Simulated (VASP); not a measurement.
# Initial- and final-state core-level shifts of CsIr16, part 3 of 3

Aim: how the core levels of CsIr16 differ from atom to atom, with and without the screening of the hole.

VASP 6.6.1, plane waves and PAW; the level of theory is named at each step.

So far. Step 2 (Relaxation): The forces on the free atoms are under 0.05 eV/Å, while the fixed ones keep up to 0.22 eV/Å.

## Step 4: Core hole, atom Ir2

This step: final-state core hole with the electron kept at the Fermi level, PBE; plane waves and PAW (Ir, Cs_sv, Ir) (VASP 6.6.1).

System of this step: CsIr16. The cell holds 17 atoms: 16 Ir and 1 Cs. Its edges and angles: a = 5.473 Å, b = 5.473 Å, c = 24.353 Å, α = 90.0°, β = 90.0°, γ = 60.0°. It derives from Ir. Adsorbate: added Cs, site hcp, coverage in monolayers 0.25, cell 2x2, faces one. Vacuum lies along c.

A core electron of Ir2 (4f) is moved to the Fermi level; this atom comes first in POSCAR as a species of its own.

The input, INCAR:

```
SYSTEM = CsIr16
PREC = Normal
ENCUT = 330
EDIFF = 1E-05
NELM = 120
ISMEAR = 0
SIGMA = 0.1
LREAL = Auto
ALGO = Fast
GGA = PE
NBANDS = 94
LASPH = .TRUE.
LWAVE = .FALSE.
LCHARG = .FALSE.
KPAR = 2
NCORE = 4
ICORELEVEL = 2
CLNT = 1
CLN = 4
CLL = 3
CLZ = 1
ISIF = 0
```

The input, POSCAR:

```
CsIr16
1.0
    5.4730064864      0.0000000000      0.0000000000
    2.7365032432      4.7397626523      0.0000000000
    0.0000000000      0.0000000000     24.3530366253
Ir Cs Ir
1 1 15
Direct
    0.9998906577      0.0000497982      0.5823970791
    0.3357904068      0.3333700705      0.7078850921
    0.5014897285      0.9969457402      0.5814512209
    0.9970627774      0.5013861457      0.5814497252
    0.5015607312      0.5015662443      0.5814242235
    0.8340712466      0.3320577633      0.4898810277
    0.3334390752      0.3332708122      0.4905195372
    0.8340852347      0.8339500517      0.4899166466
    0.3322832220      0.8338844039      0.4898640676
    0.1666666670      0.1666666670      0.3997179360
    0.6666666670      0.1666666670      0.3997179360
    0.1666666670      0.6666666670      0.3997179360
    0.6666666670      0.6666666670      0.3997179360
    0.0000000000      0.0000000000      0.3079698070
    0.5000000000      0.0000000000      0.3079698070
    0.0000000000      0.5000000000      0.3079698070
    0.5000000000      0.5000000000      0.3079698070
```

The input, KPOINTS:

```
Automatic mesh
0
Gamma
4 4 1
0 0 0
```

The projector-augmented-wave data sets are Ir, Cs_sv and Ir (PBE family, release 64).

On the command line:

```bash
> mpirun -np 8 vasp_std
```

Log:

```text
[banner, memory and clock lines left out]
running    8 mpi-ranks, on    1 nodes
 distrk:  each k-point on    4 cores,    2 groups
 distr:  one band on    4 cores,    1 groups

 POSCAR found type information on POSCAR IrCsIr
 POSCAR found :  3 types and      17 ions
 LDA part: xc-table for (Slater+PW92), standard interpolation
 POSCAR, INCAR and KPOINTS ok, starting setup
 FFT: planning ... GRIDC
 FFT: planning ... GRID_SOFT
 FFT: planning ... GRID
 WAVECAR not read
 entering main loop
       N       E                     dE             d eps       ncg     rms          rms(c)
DAV:   1     0.105225103424E+04    0.10523E+04   -0.50423E+04  1896   0.999E+02
DAV:   2    -0.121511001187E+03   -0.11738E+04   -0.10991E+04  1954   0.380E+02
DAV:   3    -0.242258851338E+03   -0.12075E+03   -0.11291E+03  2584   0.106E+02
DAV:   4    -0.249505635279E+03   -0.72468E+01   -0.68387E+01  2560   0.256E+01
DAV:   5    -0.249749180282E+03   -0.24355E+00   -0.23474E+00  2632   0.397E+00    0.137E+02
RMM:   6    -0.318746836136E+03   -0.68998E+02   -0.75723E+01  2186   0.295E+01    0.929E+01
RMM:   7    -0.483225115885E+03   -0.16448E+03   -0.47214E+02  3421   0.710E+01    0.163E+02
RMM:   8    -0.414778076589E+03    0.68447E+02   -0.12311E+02  2951   0.267E+01    0.134E+02
RMM:   9    -0.451900319292E+03   -0.37122E+02   -0.19073E+02  2796   0.379E+01    0.133E+02
RMM:  10    -0.317948435268E+03    0.13395E+03   -0.66469E+01  2340   0.178E+01    0.807E+01
RMM:  11    -0.304011125661E+03    0.13937E+02   -0.16054E+02  2996   0.349E+01    0.628E+01
RMM:  12    -0.238919945739E+03    0.65091E+02   -0.22797E+01  2199   0.140E+01    0.282E+01
RMM:  13    -0.238631405721E+03    0.28854E+00   -0.77384E+00  2254   0.811E+00    0.287E+01
RMM:  14    -0.239949781313E+03   -0.13184E+01   -0.20456E+00  2638   0.333E+00    0.282E+01
RMM:  15    -0.239713392553E+03    0.23639E+00   -0.32505E-01  2494   0.141E+00    0.270E+01
RMM:  16    -0.239658912100E+03    0.54480E-01   -0.80043E-02  2569   0.709E-01    0.266E+01
RMM:  17    -0.240443025378E+03   -0.78411E+00   -0.83018E-01  3382   0.253E+00    0.233E+01
RMM:  18    -0.239647184176E+03    0.79584E+00   -0.81226E-01  3427   0.239E+00    0.255E+01
RMM:  19    -0.239275554540E+03    0.37163E+00   -0.21709E-01  2911   0.117E+00    0.302E+01
RMM:  20    -0.239717242092E+03   -0.44169E+00   -0.53284E-02  2311   0.633E-01    0.333E+01
RMM:  21    -0.241827472799E+03   -0.21102E+01   -0.48300E-01  3232   0.169E+00    0.403E+01
RMM:  22    -0.242399704833E+03   -0.57223E+00   -0.50213E-02  2532   0.570E-01    0.416E+01
RMM:  23    -0.242472324967E+03   -0.72620E-01   -0.10858E-02  2545   0.238E-01    0.419E+01
RMM:  24    -0.242403813637E+03    0.68511E-01   -0.16517E-03  2509   0.112E-01    0.418E+01
RMM:  25    -0.241818861904E+03    0.58495E+00   -0.23071E-02  3268   0.403E-01    0.409E+01
RMM:  26    -0.235841281548E+03    0.59776E+01   -0.35005E+00  3760   0.488E+00    0.285E+01
RMM:  27    -0.235763644866E+03    0.77637E-01   -0.13768E-01  3717   0.785E-01    0.252E+01
RMM:  28    -0.232581122723E+03    0.31825E+01   -0.32779E+00  3760   0.455E+00    0.120E+01
RMM:  29    -0.232669467462E+03   -0.88345E-01   -0.73079E-02  3433   0.494E-01    0.120E+01
RMM:  30    -0.232443615441E+03    0.22585E+00   -0.13268E-01  3720   0.948E-01    0.883E+00
[...]
RMM:  40    -0.232089349368E+03    0.75099E-02   -0.13266E-02  3138   0.313E-01    0.439E-01
RMM:  41    -0.232089392685E+03   -0.43317E-04   -0.36406E-03  2758   0.148E-01    0.400E-01
RMM:  42    -0.232088396260E+03    0.99642E-03   -0.72442E-04  2114   0.878E-02    0.277E-01
RMM:  43    -0.232088161987E+03    0.23427E-03   -0.98970E-04  2262   0.661E-02    0.246E-01
RMM:  44    -0.232089210062E+03   -0.10481E-02   -0.10446E-03  2439   0.102E-01    0.443E-01
RMM:  45    -0.232089010434E+03    0.19963E-03   -0.15366E-04  2211   0.364E-02    0.306E-01
RMM:  46    -0.232088787563E+03    0.22287E-03   -0.13638E-04  2083   0.348E-02    0.162E-01
RMM:  47    -0.232088750740E+03    0.36823E-04   -0.10350E-04  1965   0.276E-02    0.106E-01
RMM:  48    -0.232088688018E+03    0.62722E-04   -0.38298E-04  2643   0.477E-02    0.556E-02
RMM:  49    -0.232088779062E+03   -0.91044E-04   -0.87073E-05  1980   0.248E-02    0.651E-02
RMM:  50    -0.232088874986E+03   -0.95924E-04   -0.54056E-05  1606   0.176E-02    0.638E-02
RMM:  51    -0.232088884611E+03   -0.96251E-05   -0.10309E-05  1066   0.124E-02
   1 F= -.23208888E+03 E0= -.23203335E+03  d E =-.111075E+00
```

The job ended after 83 s (8 MPI ranks of Intel Xeon Platinum 8488C (Sapphire Rapids), shared host; peak memory 1.5 GiB; 10 min of CPU time).

From OUTCAR (step 4):

```text
The static configuration has the point symmetry C_1 .

 Found     10 irreducible k-points:

   NELECT =     154.0000    total number of electrons

 the core state eigenenergies are
   1-  1s -76125.3158  2s -13333.8514  2p -11583.6198  3s  -3135.9679  3p  -2624.3719
       3d  -2062.5843  4s   -678.2574  4p   -509.3651  4d   -302.5522  4f    -72.4651
       5s    -95.5529  5p    -50.5624
   2-  1s -35784.6132  2s  -5608.0008  2p  -5029.3956  3s  -1161.4156  3p   -975.3165
       3d   -702.4155  4s   -214.5590  4p   -155.0818  4d    -68.5599
   3-  1s -76095.4733  2s -13303.6710  2p -11553.5028  3s  -3106.1346  3p  -2594.6203
       3d  -2032.5852  4s   -656.8744  4p   -489.1651  4d   -283.4564  4f    -54.8161
       5s    -90.4108  5p    -47.1722
   4-  1s -76095.4740  2s -13303.6716  2p -11553.5035  3s  -3106.1352  3p  -2594.6210
       3d  -2032.5858  4s   -656.8749  4p   -489.1656  4d   -283.4569  4f    -54.8166
       5s    -90.4112  5p    -47.1725
   5-  1s -76095.4723  2s -13303.6700  2p -11553.5019  3s  -3106.1338  3p  -2594.6195
       3d  -2032.5844  4s   -656.8737  4p   -489.1644  4d   -283.4558  4f    -54.8155
       5s    -90.4106  5p    -47.1721
   6-  1s -76095.9714  2s -13304.1943  2p -11554.0244  3s  -3106.6679  3p  -2595.1536
       3d  -2033.1185  4s   -657.4212  4p   -489.7134  4d   -284.0069  4f    -55.3705
       5s    -90.9913  5p    -47.7589
   7-  1s -76096.0599  2s -13304.2840  2p -11554.1141  3s  -3106.7528  3p  -2595.2385
       3d  -2033.2042  4s   -657.4991  4p   -489.7907  4d   -284.0836  4f    -55.4456
       5s    -91.0531  5p    -47.8139
   8-  1s -76095.9709  2s -13304.1937  2p -11554.0238  3s  -3106.6673  3p  -2595.1530
       3d  -2033.1179  4s   -657.4205  4p   -489.7128  4d   -284.0063  4f    -55.3699
       5s    -90.9906  5p    -47.7581
   9-  1s -76095.9710  2s -13304.1939  2p -11554.0240  3s  -3106.6675  3p  -2595.1532
       3d  -2033.1181  4s   -657.4208  4p   -489.7131  4d   -284.0066  4f    -55.3702
       5s    -90.9910  5p    -47.7586
  10-  1s -76096.0675  2s -13304.2913  2p -11554.1214  3s  -3106.7616  3p  -2595.2472
       3d  -2033.2127  4s   -657.5100  4p   -489.8018  4d   -284.0948  4f    -55.4573
       5s    -91.0684  5p    -47.8305
  11-  1s -76096.0664  2s -13304.2901  2p -11554.1203  3s  -3106.7605  3p  -2595.2461
       3d  -2033.2116  4s   -657.5089  4p   -489.8007  4d   -284.0937  4f    -55.4562
       5s    -91.0674  5p    -47.8295
  12-  1s -76096.0674  2s -13304.2911  2p -11554.1213  3s  -3106.7614  3p  -2595.2471
       3d  -2033.2126  4s   -657.5098  4p   -489.8016  4d   -284.0946  4f    -55.4570
       5s    -91.0680  5p    -47.8301
  13-  1s -76096.1896  2s -13304.4127  2p -11554.2430  3s  -3106.8777  3p  -2595.3633
       3d  -2033.3296  4s   -657.6182  4p   -489.9092  4d   -284.2014  4f    -55.5619
       5s    -91.1575  5p    -47.9116
  14-  1s -76095.5930  2s -13303.7880  2p -11553.6204  3s  -3106.2431  3p  -2594.7288
[...]
3d  -2032.6755  4s   -656.9521  4p   -489.2416  4d   -283.5317  4f    -54.8885
       5s    -90.4599  5p    -47.2085

 E-fermi :   1.9535

 k-point     1 :       0.0000    0.0000    0.0000
  band No.  band energies     occupation
    ...
     68       1.9089      1.47138
     69       1.9094      1.46644
     70       1.9447      1.09837
     71       1.9922      0.58343
     72       1.9925      0.58044
     73       2.4665      0.00000
     74       2.4669      0.00000
     75       2.5767      0.00000
     76       2.6328      0.00000
     77       2.6331      0.00000
    ...

 k-point     2 :       0.2500    0.0000    0.0000
  band No.  band energies     occupation
    ...
     72       1.7384      1.99765
     73       1.7457      1.99670
     74       1.8210      1.93899
     75       1.8268      1.92670
     76       1.9079      1.48022
     77       2.0661      0.11116
     78       2.0814      0.07040
     79       2.1115      0.02538
     80       2.1350      0.01023
     81       2.2243      0.00013
    ...

 POSITION                                       TOTAL-FORCE (eV/Angst)
 -----------------------------------------------------------------------------------
      5.47254      0.00024     14.18314         0.006950     -0.004405      1.121524
      2.75005      1.58010     17.23915         0.000628     -0.000024     -0.025558
      5.47280      4.72529     14.16010         0.001328     -0.016058      0.009623
      6.82898      2.37645     14.16007        -0.007474      0.016014      0.013454
      4.11758      2.37730     14.15945         0.012489      0.009318      0.004919
      5.47355      1.57387     11.93009        -0.001820      0.341353     -0.532355
      2.73691      1.57962     11.94564        -0.000060      0.000564      0.109513
      6.84706      3.95273     11.93096        -0.301004     -0.176572     -0.533655
      4.10052      3.95241     11.92968         0.283064     -0.166092     -0.530062
      1.36825      0.78996      9.73435        -0.029997     -0.018475     -0.210842
      4.10475      0.78996      9.73435         0.032157     -0.020081     -0.208781
      2.73650      3.15984      9.73435        -0.000379      0.035616     -0.208518
      5.47301      3.15984      9.73435         0.004451     -0.000184     -0.102527
      0.00000      0.00000      7.50000        -0.000546     -0.000390      0.210406
      2.73650      0.00000      7.50000         0.000168     -0.047573      0.294289
      1.36825      2.36988      7.50000        -0.040874      0.023567      0.294467
      4.10475      2.36988      7.50000         0.040917      0.023422      0.294103
 -----------------------------------------------------------------------------------
    total drift:                                0.005147      0.003193      0.040167

  FREE ENERGIE OF THE ION-ELECTRON SYSTEM (eV)
  ---------------------------------------------------
  free  energy   TOTEN  =      -232.0888846109 eV

  energy  without entropy=     -231.9778096156  energy(sigma->0) =     -232.03334711

[... 7 parts as in an earlier step ...]

[... 5 further parts left out ...]
```

Numbers from this step:

```
free energy (TOTEN)     : -232.0889 eV
energy at zero smearing : -232.0333 eV
Fermi energy            : 1.954 eV
```

This is the reference for holes on Ir.

## Step 5: Core hole, atom Ir5

The same hole on the next atom.

INCAR is that of step 4.

POSCAR, as its differences from that of step 4:

```diff
@@ -8,7 +8,7 @@
 Direct
+    0.5015607312      0.5015662443      0.5814242235
+    0.3357904068      0.3333700705      0.7078850921
     0.9998906577      0.0000497982      0.5823970791
-    0.3357904068      0.3333700705      0.7078850921
     0.5014897285      0.9969457402      0.5814512209
     0.9970627774      0.5013861457      0.5814497252
-    0.5015607312      0.5015662443      0.5814242235
     0.8340712466      0.3320577633      0.4898810277
```

KPOINTS is that of step 4.

On the command line:

```bash
> mpirun -np 8 vasp_std
```

Log:

```text
[... set-up lines as in an earlier step ...]
 entering main loop
       N       E                     dE             d eps       ncg     rms          rms(c)
DAV:   1     0.105219036659E+04    0.10522E+04   -0.50428E+04  1896   0.999E+02
DAV:   2    -0.121988129790E+03   -0.11742E+04   -0.10991E+04  1954   0.380E+02
DAV:   3    -0.242344478705E+03   -0.12036E+03   -0.11257E+03  2568   0.106E+02
DAV:   4    -0.249587966427E+03   -0.72435E+01   -0.68425E+01  2560   0.254E+01
[...]
RMM:  54    -0.232087971192E+03   -0.76938E-04   -0.34952E-05  1373   0.147E-02    0.103E-02
RMM:  55    -0.232087989577E+03   -0.18385E-04   -0.91481E-06  1130   0.980E-03    0.156E-02
RMM:  56    -0.232087997704E+03   -0.81268E-05   -0.62783E-06  1095   0.655E-03
   1 F= -.23208800E+03 E0= -.23203222E+03  d E =-.111560E+00
```

Run time: 89 s. Hardware: 8 MPI ranks; peak memory 1.6 GiB; 11 min of CPU time.

From OUTCAR (step 5):

```text
 POSITION                                       TOTAL-FORCE (eV/Angst)
 -----------------------------------------------------------------------------------
      4.11758      2.37730     14.15945        -0.052908     -0.029413      1.143484
      2.75005      1.58010     17.23915         0.018982      0.010716     -0.069245
      5.47254      0.00024     14.18314         0.035112      0.015714      0.027907
      5.47280      4.72529     14.16010         0.021774     -0.001242      0.018548
      6.82898      2.37645     14.16007         0.013034      0.023942      0.021663
      5.47355      1.57387     11.93009         0.275782     -0.157151     -0.523910
      2.73691      1.57962     11.94564        -0.277145     -0.159424     -0.562460
      6.84706      3.95273     11.93096        -0.038568     -0.025047      0.112008
      4.10052      3.95241     11.92968        -0.008909      0.322773     -0.523469
      1.36825      0.78996      9.73435         0.023464      0.012326     -0.160234
      4.10475      0.78996      9.73435        -0.026185      0.074896     -0.209539
      2.73650      3.15984      9.73435         0.052560     -0.062759     -0.209013
      5.47301      3.15984      9.73435        -0.038393     -0.024988     -0.149225
      0.00000      0.00000      7.50000         0.060711      0.034772      0.286303
[...]
-----------------------------------------------------------------------------------
    total drift:                                0.012457      0.009917      0.042748

  FREE ENERGIE OF THE ION-ELECTRON SYSTEM (eV)
  ---------------------------------------------------
  free  energy   TOTEN  =      -232.0879977040 eV

  energy  without entropy=     -231.9764378769  energy(sigma->0) =     -232.03221779

[... 2 parts as in an earlier step ...]

[... 1 further part left out ...]
[key lines of the parts left out:]
E-fermi :   1.9635
```

Against the hole on Ir2 the energy differs by +0.00 eV.

## Step 6: Core hole, atom Ir10

The same hole on the next atom.

INCAR is that of step 5.

POSCAR, as its differences from that of step 5:

```diff
@@ -8,3 +8,3 @@
 Direct
-    0.5015607312      0.5015662443      0.5814242235
+    0.1666666670      0.1666666670      0.3997179360
     0.3357904068      0.3333700705      0.7078850921
@@ -13,2 +13,3 @@
     0.9970627774      0.5013861457      0.5814497252
+    0.5015607312      0.5015662443      0.5814242235
     0.8340712466      0.3320577633      0.4898810277
@@ -17,3 +18,2 @@
     0.3322832220      0.8338844039      0.4898640676
-    0.1666666670      0.1666666670      0.3997179360
     0.6666666670      0.1666666670      0.3997179360
```

KPOINTS is that of step 5.

On the command line:

```bash
> mpirun -np 8 vasp_std
```

Log:

```text
[... set-up lines as in an earlier step ...]
 entering main loop
       N       E                     dE             d eps       ncg     rms          rms(c)
DAV:   1     0.105161546573E+04    0.10516E+04   -0.50446E+04  1904   0.999E+02
DAV:   2    -0.120188019855E+03   -0.11718E+04   -0.10972E+04  1954   0.380E+02
DAV:   3    -0.240380340964E+03   -0.12019E+03   -0.11230E+03  2592   0.106E+02
DAV:   4    -0.247535334999E+03   -0.71550E+01   -0.67664E+01  2544   0.256E+01
[...]
RMM:  37    -0.231483836523E+03   -0.22302E-04   -0.58254E-06  1139   0.773E-03    0.846E-03
RMM:  38    -0.231483852920E+03   -0.16397E-04   -0.41402E-06  1085   0.525E-03    0.494E-03
RMM:  39    -0.231483862098E+03   -0.91787E-05   -0.24333E-06   884   0.429E-03
   1 F= -.23148386E+03 E0= -.23141819E+03  d E =-.131353E+00
```

The job ended after 63 s (8 MPI ranks; peak memory 1.5 GiB).

OUTCAR, selected parts (step 6):

```text
 POSITION                                       TOTAL-FORCE (eV/Angst)
 -----------------------------------------------------------------------------------
      1.36825      0.78996      9.73435         0.046381      0.026116     -0.150407
      2.75005      1.58010     17.23915        -0.006808     -0.004342     -0.016948
      5.47254      0.00024     14.18314         0.040773      0.018869     -0.003952
      5.47280      4.72529     14.16010        -0.042540      0.017266      0.000632
      6.82898      2.37645     14.16007        -0.000868     -0.040134      0.003718
      4.11758      2.37730     14.15945         0.013013      0.007848     -0.415175
      5.47355      1.57387     11.93009        -0.219560      0.138310      0.407421
      2.73691      1.57962     11.94564         0.224500      0.130519      0.444709
      6.84706      3.95273     11.93096        -0.020090     -0.014265     -0.183692
      4.10052      3.95241     11.92968        -0.000583     -0.253482      0.406942
      4.10475      0.78996      9.73435        -0.030310      0.053194     -0.331829
      2.73650      3.15984      9.73435         0.031694     -0.055443     -0.331537
      5.47301      3.15984      9.73435        -0.023190     -0.015993     -0.279014
      0.00000      0.00000      7.50000        -0.174039     -0.100864     -0.034109
[...]
-----------------------------------------------------------------------------------
    total drift:                                0.003177      0.004689      0.076075

  FREE ENERGIE OF THE ION-ELECTRON SYSTEM (eV)
  ---------------------------------------------------
  free  energy   TOTEN  =      -231.4838620985 eV

  energy  without entropy=     -231.3525091809  energy(sigma->0) =     -231.41818564

[... 2 parts as in an earlier step ...]

[... 1 further part left out ...]
[key lines of the parts left out:]
E-fermi :   1.9549
```

Against the hole on Ir2 the energy differs by +0.62 eV.

## Step 7: Summary

This step: core-level shifts, PBE; plane waves and PAW (VASP 6.6.1).

This step runs nothing: it gathers the runs above.

A positive shift is a higher binding energy. Cost is wall time times ranks on a shared host. Core-level shifts:

| atom | region | shell | Kohn-Sham level below the Fermi level (eV) | initial-state shift (eV) | final-state shift (eV) | shifts are from | cost (core minutes) |
| --- | --- | --- | --- | --- | --- | --- | --- |
| Ir2 | layer 1 | 4f | 56.85 | 0 | 0 | Ir2 | 11.07 |
| Ir5 | layer 1 | 4f | 56.83 | -0.0198 | 0.001129 | Ir2 | 11.87 |
| Ir10 | layer 3 | 4f | 57.43 | 0.5838 | 0.6152 | Ir2 | 8.4 |

## Step 8: Results

* Ir5 4f (layer 1), from Ir2: initial state -0.02 eV, final state +0.00 eV
* Ir10 4f (layer 3), from Ir2: initial state +0.58 eV, final state +0.62 eV

Against Ir2, Ir5 is shifted by -0.02 eV in the initial state and by +0.00 eV with the hole; against Ir2, Ir10 is shifted by +0.58 eV in the initial state and by +0.62 eV with the hole (energies extrapolated to zero smearing). Only these atoms were given a hole, so other sites aren't ranked. The difference of the two pictures holds the screening of the hole, but also the cell's limits: holes repeat 5.5 Å apart, and the electron from the core stays in the cell, where it moves the Fermi energy by -0.03 to -0.02 eV; that is about as much as the final-state shift of Ir5, or more, so there size and sign aren't settled. Cell size, mesh and smearing weren't varied between the hole runs, and no dipole correction was applied to the slab. The other core electrons are frozen, spin-orbit splitting and multiplets are absent, and only shifts between atoms of one element are meaningful. Not tabulated here, as repeats of values shown or as unfit to read for their mesh, reference level or band range: core levels (core hole).

[Lines on the potential files, build, host, timing and source positions are cut from VASP's logs without a mark.]

[Logs are printed without paths, hosts, clocks, repeated set-up lines and the standing remarks that a program may print on its own settings, such as how far it seeks lower states.]

[Hosts, paths, dates, database ids (printed as entryN), source tags and the programs' standing remarks are cut or masked in the printed files.]
